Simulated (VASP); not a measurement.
An input for Ansatz (written as the equivalent of a VASP run, and not itself run):

Ansatz 0.2 input:
```yaml
crystal:
  lattice:
    - [4.1821720, 0.0000000, 0.0000000]
    - [-2.0910860, 3.6218670, 0.0000000]
    - [0.0000000, 0.0000000, 13.6913580]
  atoms:
    - { symbol: Cd, position: [0.0000000, 0.0000000, 0.0000000] }
    - { symbol: Cd, position: [0.0000000, 0.0000000, 0.5000000] }
    - { symbol: Cd, position: [0.6666670, 0.3333330, 0.7501800] }
    - { symbol: Cd, position: [0.3333330, 0.6666670, 0.2501800] }
    - { symbol: S, position: [0.0000000, 0.0000000, 0.8121600] }
    - { symbol: S, position: [0.0000000, 0.0000000, 0.3121600] }
    - { symbol: S, position: [0.6666670, 0.3333330, 0.5632900] }
    - { symbol: S, position: [0.3333330, 0.6666670, 0.0632900] }
kpoints:
  mp_grid: { grid: [6, 6, 2] }
hamiltonian:
  xc: pbe
  pseudopotentials: { kind: paw }
scf:
  occupations: { method: gaussian, width: 0.1 }
  max_iter: 100
output: { forces: true, stress: true, eigenvalues: true }
```

Write the VASP files for the same calculation (PBE).

Several could match; the one computed here: 
### POSCAR
```
CdS
1
    4.1821720000     0.0000000000     0.0000000000
   -2.0910860000     3.6218670000     0.0000000000
    0.0000000000     0.0000000000    13.6913580000
Cd S
4 4
Direct
  0.0000000000   0.0000000000   0.0000000000
  0.0000000000   0.0000000000   0.5000000000
  0.6666670000   0.3333330000   0.7501800000
  0.3333330000   0.6666670000   0.2501800000
  0.0000000000   0.0000000000   0.8121600000
  0.0000000000   0.0000000000   0.3121600000
  0.6666670000   0.3333330000   0.5632900000
  0.3333330000   0.6666670000   0.0632900000
```

### KPOINTS
```
K-points
0
G
6 6 2
0 0 0
```

**INCAR**
```
LREAL = .FALSE.   ! projection in real space or not
LASPH = .TRUE.   ! aspherical one-centre terms
EDIFF = 1E-6   ! SCF stop (eV)
LMAXMIX = 4   ! l cut-off of mixed one-centre charges
ENCUT = 300   ! plane-wave cut-off (eV)
LCHARG = .FALSE.
LWAVE = .FALSE.
ALGO = Normal
ISMEAR = 0   ! Gaussian
SYSTEM = CdS
GGA = PE
NELM = 100   ! most electronic steps
ISIF = 2
PREC = Accurate
SIGMA = 0.1   ! width (eV)
```

POTCAR, in this order: Cd S (PBE.64 set). Program: vasp_std.

The two are equivalent in intent, not identical: each code has its own PAW files, so the cut-off isn't converted (ENCUT is set for VASP's; basis.ecutwfc is left out, and Ansatz then takes the one that its files recommend); Ansatz stops its SCF on the density residual and VASP on the energy change (EDIFF).

The structure was generated: CdS was put into an ordered model structure, which need not be its known phase. The cell was not relaxed at this level.
